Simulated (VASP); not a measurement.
Input:

```
CELL_PARAMETERS angstrom
      2.79500     0.00000     0.00000
      0.00000     2.79500     0.00000
      0.00000     0.00000     2.79500
ATOMIC_POSITIONS crystal
  Pd 0.00000 0.00000 0.00000
  C  0.50000 0.50000 0.50000
```

Level of theory: PBEsol GGA, VASP's PBE PAW potentials (set 64) (plane waves; VASP). Settings: 520 eV cut-off, 12×12×12 Γ-centred mesh, first-order Methfessel-Paxton smearing of 0.10 eV, potentials Pd C.

Energy and stress use the plane-wave basis of the starting cell.

Q: The ions, cell shape and volume are relaxed. Which structure does the run end with?

A: 
```
CELL_PARAMETERS angstrom
      2.73290     0.00000     0.00000
      0.00000     2.73290     0.00000
      0.00000     0.00000     2.73290
ATOMIC_POSITIONS crystal
  Pd 0.00000 0.00000 0.00000
  C  0.50000 0.50000 0.50000
```
Space group Pm-3m (221), at a tolerance of 0.03 Å.

Q: How do energy and volume change from the first to the last step?

A: The energy (σ→0) changes by -31.8 meV/atom and the volume by -6.5 %, in 3 ionic steps.

The structure was generated: PdC was put into the CsCl type type (Pm-3m), which need not be its known phase. This run relaxes it. Symmetry was kept, so distortions that lower it aren't found.
